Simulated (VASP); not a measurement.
A run of VASP 6.6.1 is set up as follows.

File INCAR:

```
SYSTEM = Rb3Hg
PREC     = Accurate       ! precision mode
ENCUT    = 520            ! plane-wave cutoff, eV
EDIFF    = 1E-6           ! SCF threshold, eV
ISMEAR   = -1             ! smearing method
SIGMA    = 0.3            ! smearing width, eV
LREAL    = .FALSE.        ! projectors in reciprocal space
LASPH    = .TRUE.         ! aspherical terms in the spheres
NELM     = 100            ! most SCF steps
ALGO     = Normal         ! electronic algorithm
ISIF     = 2              ! what is computed and relaxed
LWAVE    = .FALSE.        ! write WAVECAR
LCHARG   = .FALSE.        ! write CHGCAR
GGA      = CA             ! functional
NBANDS   = 28             ! bands
```

Contents of KPOINTS:

```
regular mesh
0
G
  4 4 4
  0 0 0
```

Contents of POSCAR:

```
Rb3Hg
1.0
    0.0000000000      4.9242902262      4.9242902262
    4.9242902262      0.0000000000      4.9242902262
    4.9242902262      4.9242902262      0.0000000000
Rb Hg
3 1
Direct
    0.2500000000      0.2500000000      0.2500000000
    0.7500000000      0.7500000000      0.7500000000
    0.5000000000      0.5000000000      0.5000000000
    0.0000000000      0.0000000000      0.0000000000
```

Potentials or basis: VASP PAW LDA potentials, release 64 (Rb_sv, Hg).

The run is started by

```console
$ cat potpaw_LDA.64/Rb_sv/POTCAR potpaw_LDA.64/Hg/POTCAR > POTCAR
$ mpirun -np 1 vasp_std > vasp.out
```

Question: Estimate the band gap on the k mesh.

Answer: None (metal or under the smearing width).

Question: Predict the pressure.

Answer: -0.7 GPa.

The run has no spin-orbit coupling, so splittings on Hg are missing.
